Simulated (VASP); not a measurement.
OSZICAR of a VASP run on GdBi (atoms displaced from the space group 221 structure):

### OSZICAR
```
       N       E                     dE             d eps       ncg     rms          rms(c)
DAV:   1     0.213810665622E+03    0.21381E+03   -0.11068E+04 20624   0.231E+03
DAV:   2     0.156222411251E+02   -0.19819E+03   -0.18194E+03 18496   0.332E+02
DAV:   3    -0.120639308278E+02   -0.27686E+02   -0.27352E+02 20768   0.124E+02
DAV:   4    -0.146207639932E+02   -0.25568E+01   -0.25502E+01 29744   0.346E+01
DAV:   5    -0.147463808369E+02   -0.12562E+00   -0.12558E+00 27464   0.798E+00    0.354E+01
DAV:   6    -0.211920336397E+02   -0.64457E+01   -0.21598E+01 21256   0.677E+01    0.672E+01
DAV:   7    -0.175907502176E+02    0.36013E+01   -0.14672E+01 20632   0.489E+01    0.178E+01
DAV:   8    -0.170693307691E+02    0.52142E+00   -0.12778E+00 24056   0.205E+01    0.122E+01
DAV:   9    -0.169478883091E+02    0.12144E+00   -0.12188E+00 24344   0.202E+01    0.113E+01
DAV:  10    -0.173684466914E+02   -0.42056E+00   -0.86870E-01 26528   0.657E+00    0.163E+01
DAV:  11    -0.170717809768E+02    0.29667E+00   -0.16790E-01 26560   0.454E+00    0.103E+01
DAV:  12    -0.171052509243E+02   -0.33470E-01   -0.21079E-02 28568   0.148E+00    0.106E+01
DAV:  13    -0.170835464037E+02    0.21705E-01   -0.87635E-03 26672   0.819E-01    0.106E+01
DAV:  14    -0.170263957802E+02    0.57151E-01   -0.11633E-02 24808   0.112E+00    0.100E+01
DAV:  15    -0.169859067717E+02    0.40489E-01   -0.88308E-03 26136   0.120E+00    0.986E+00
DAV:  16    -0.169321223516E+02    0.53784E-01   -0.58045E-02 26360   0.284E+00    0.846E+00
DAV:  17    -0.168899413631E+02    0.42181E-01   -0.13619E-01 25776   0.334E+00    0.559E+00
DAV:  18    -0.169283316171E+02   -0.38390E-01   -0.42652E-02 22880   0.198E+00    0.518E+00
DAV:  19    -0.169367956363E+02   -0.84640E-02   -0.10074E-02 23624   0.102E+00    0.556E+00
DAV:  20    -0.169365964567E+02    0.19918E-03   -0.24028E-03 24504   0.547E-01    0.530E+00
DAV:  21    -0.169327888584E+02    0.38076E-02   -0.47934E-04 27128   0.301E-01    0.483E+00
DAV:  22    -0.169228376286E+02    0.99512E-02   -0.12752E-02 26488   0.142E+00    0.259E+00
DAV:  23    -0.169287353120E+02   -0.58977E-02   -0.99031E-03 28608   0.105E+00    0.167E+00
DAV:  24    -0.169279188665E+02    0.81645E-03   -0.22886E-03 31232   0.423E-01    0.133E+00
DAV:  25    -0.169255811902E+02    0.23377E-02   -0.70827E-04 30544   0.265E-01    0.133E+00
DAV:  26    -0.169249325670E+02    0.64862E-03   -0.84532E-04 28320   0.456E-01    0.127E+00
DAV:  27    -0.169238923717E+02    0.10402E-02   -0.51433E-04 28544   0.291E-01    0.956E-01
DAV:  28    -0.169231733938E+02    0.71898E-03   -0.25564E-04 26552   0.230E-01    0.741E-01
DAV:  29    -0.169231655163E+02    0.78775E-05   -0.15221E-04 30240   0.133E-01    0.693E-01
DAV:  30    -0.169230682496E+02    0.97267E-04   -0.35047E-05 26632   0.400E-02    0.692E-01
DAV:  31    -0.169230159511E+02    0.52299E-04   -0.21219E-06 18248   0.133E-02    0.692E-01
DAV:  32    -0.169229691304E+02    0.46821E-04   -0.22644E-06 17720   0.219E-02    0.699E-01
DAV:  33    -0.169229702048E+02   -0.10744E-05   -0.82843E-07 11200   0.131E-02    0.708E-01
DAV:  34    -0.169232452182E+02   -0.27501E-03   -0.25770E-05 22536   0.825E-02    0.692E-01
DAV:  35    -0.169236087436E+02   -0.36353E-03   -0.24271E-04 25168   0.228E-01    0.543E-01
DAV:  36    -0.169237008918E+02   -0.92148E-04   -0.98523E-05 27624   0.931E-02    0.422E-01
DAV:  37    -0.169238507097E+02   -0.14982E-03   -0.63123E-05 27280   0.118E-01    0.366E-01
DAV:  38    -0.169239620749E+02   -0.11137E-03   -0.69524E-05 28432   0.118E-01    0.278E-01
DAV:  39    -0.169239806189E+02   -0.18544E-04   -0.25770E-05 27480   0.350E-02    0.235E-01
DAV:  40    -0.169239752665E+02    0.53523E-05   -0.48342E-06 18680   0.128E-02    0.230E-01
DAV:  41    -0.169239781929E+02   -0.29264E-05   -0.22169E-07 10376   0.493E-03    0.232E-01
DAV:  42    -0.169239780634E+02    0.12954E-06   -0.93792E-08  9928   0.294E-03
   1 F= -.16923978E+02 E0= -.16922494E+02  d E =-.296848E-02  mag=     7.1737
```

### Question
Which electronic solver shows in the log?

### Answer
It is blocked Davidson (ALGO = Normal, or the opening steps of other solvers). The INCAR had ALGO = Normal.

### Question
How was spin treated?

### Answer
Collinear spin (ISPIN = 2): the summary line carries one mag value, 7.17 μB in the cell.

### Question
Can the final energy be trusted as converged?

### Answer
The calculation finished and met its thresholds. It stopped with EDIFF = 1E-6, NELM = 100 (PBE GGA, plane waves, VASP's PBE PAW potentials (set 64)).

The structure was generated: GdBi was put into an ordered model structure, which need not be its known phase. The cell was not relaxed at this level, atoms are displaced from their ideal sites.
